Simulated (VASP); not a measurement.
An input for Quantum ESPRESSO's pw.x (written as the equivalent of a VASP run, and not itself run):

```
&CONTROL
  calculation = 'vc-relax'
  pseudo_dir = './pseudo'
  outdir = './out'
  tprnfor = .true.
  tstress = .true.
  nstep = 60
  forc_conv_thr = 0.00078
/
&SYSTEM
  ibrav = 0
  nat = 3
  ntyp = 2
  ecutwfc = 84
  occupations = 'smearing'
  smearing = 'methfessel-paxton'
  degauss = 0.00735
  input_dft = 'vdw-df2'
/
&ELECTRONS
  conv_thr = 7.3e-08
  electron_maxstep = 100
/
&IONS
/
&CELL
/
ATOMIC_SPECIES
  Ti 47.867 Ti.upf
  B 10.810 B.upf
CELL_PARAMETERS angstrom
     1.5103583   -2.6160173   -0.0000000
     1.5103583    2.6160173   -0.0000000
     0.0000000   -0.0000000    3.1819277
ATOMIC_POSITIONS crystal
  Ti   1.0000000  0.0000000  1.0000000
  B    0.3333330  0.6666670  0.5000000
  B    0.6666670  0.3333330  0.5000000
K_POINTS automatic
  11 11 9 0 0 0
```

Task: Write the VASP files for the same calculation (vdW-DF2).

Result: One answer among several that fit: 
**POSCAR**
```
TiB2
1
    1.5103582640    -2.6160172772    -0.0000000000
    1.5103582640     2.6160172772    -0.0000000000
    0.0000000000    -0.0000000000     3.1819276508
Ti B
1 2
Direct
  1.0000000000   0.0000000000   1.0000000000
  0.3333330000   0.6666670000   0.5000000000
  0.6666670000   0.3333330000   0.5000000000
```

### INCAR
```
! general
SYSTEM  =TiB2
PREC    =Accurate
ENCUT   =520
LREAL   =.False.
LASPH   =.True.

! electronic loop
EDIFF   =1E-6
NELM    =100
ALGO    =Normal
LMAXMIX =4

! smearing
ISMEAR  =1
SIGMA   =0.1

! functional
GGA     =ML
LUSE_VDW=.True.
AGGAC   =0.0
ZAB_VDW =-1.8867

! ions
IBRION  =2
NSW     =60
ISIF    =3
EDIFFG  =-0.02

! output
LWAVE   =.False.
LCHARG  =.False.
```

**KPOINTS**
```
Automatic mesh
0
Gamma
11 11 9
0 0 0
```

POTCAR, in this order: Ti_sv B (PBE.64 set). Program: vasp_std.

Limits of the translation: the potentials are each code's own (VASP's PAW set, PseudoDojo norm-conserving files in pw.x), so ENCUT and ecutwfc are chosen apart and not converted; conv_thr bounds pw.x's estimated SCF error, while EDIFF bounds the energy change between steps; forc_conv_thr acts on force components and is met together with etot_conv_thr.

The compound is TiB2 in the AlB2 type structure. This run relaxes it. Symmetry was kept, so distortions that lower it aren't found. The start is the result of an earlier pass.
